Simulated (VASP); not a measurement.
Data:

```yaml
crystal:
  lattice:
    - [4.58459, 0.00000, 0.00000]
    - [-2.29229, 3.97037, 0.00000]
    - [0.00000, 0.00000, 5.61738]
  atoms:
    - { symbol: B, position: [0.33333, 0.66667, 0.25000] }
    - { symbol: B, position: [0.66667, 0.33333, 0.75000] }
    - { symbol: Hf, position: [0.00000, 0.00000, 0.00000] }
    - { symbol: Hf, position: [0.00000, 0.00000, 0.50000] }
    - { symbol: Hf, position: [0.33333, 0.66667, 0.75000] }
    - { symbol: Hf, position: [0.66667, 0.33333, 0.25000] }
```

Calculation: PBE GGA, VASP's PBE PAW potentials (set 64) (plane waves; VASP). Numerical set-up: 400 eV cut-off, 4×4×3 Γ-centred mesh, Fermi-Dirac smearing of 0.10 eV, potentials B Hf_pv.

At this cut-off the stress carries a Pulay error, which pulls relaxed volumes low.

Question: Give the stress tensor in GPa (positive for a compressed cell).

Answer: 
```
-8.70   0.00   0.00
 0.00  -8.70   0.00
 0.00   0.00  -9.02
```
The pressure is its mean diagonal, -8.81 GPa.

The structure was generated: Hf2B was put into an ordered model structure, which need not be its known phase. The cell was not relaxed at this level. The k-mesh is coarse (spacing up to 0.40 per Å, 2π included), so the numbers may not be converged in it.
